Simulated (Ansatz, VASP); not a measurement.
# Two plane-wave programs on LiAlO

```
Li Al O
1.0
     3.44086    0.00000    0.00000
     0.00000    3.44086    0.00000
     0.00000    0.00000    5.90876
Li Al O
2 2 2
Direct
  0.50000 0.00000 0.60960
  0.00000 0.50000 0.39040
  0.00000 0.00000 0.00000
  0.50000 0.50000 0.00000
  0.50000 0.00000 0.28952
  0.00000 0.50000 0.71048
```

Change from the starting cell: species swapped into the PrTiGe type (P4/nmm, No. 129).

Alike in both runs: functional PBE; k mesh 12 × 12 × 6; occupations gaussian, width 0.1 eV; no spin polarisation.

Ansatz relaxed the structure, and its values are those at the end. VASP's run is a single point on that final structure, the one shown.

```csv
,VASP,Ansatz
version,VASP 6.6.1,Ansatz 0.2.0
potentials or method,"VASP PAW PBE potentials, release 64 (Li_sv, Al, O)","scalar-relativistic, plane waves, PAW"
plane-wave cutoff (eV),520,420
valence electrons in the cell,24,24
```

Ansatz gave:

```
gap on the k mesh at the Fermi level (eV) : none
rms of the force components (eV/Å)        : 0.004
```

Q: Which values does VASP return?

A: gap on the k mesh at the Fermi level (eV): none; rms of the force components (eV/Å): 0.005.

A gap of «none» marks a metal or a gap that the smearing closes. The functional is the same, so the differences come from potentials, cutoffs and numerics.
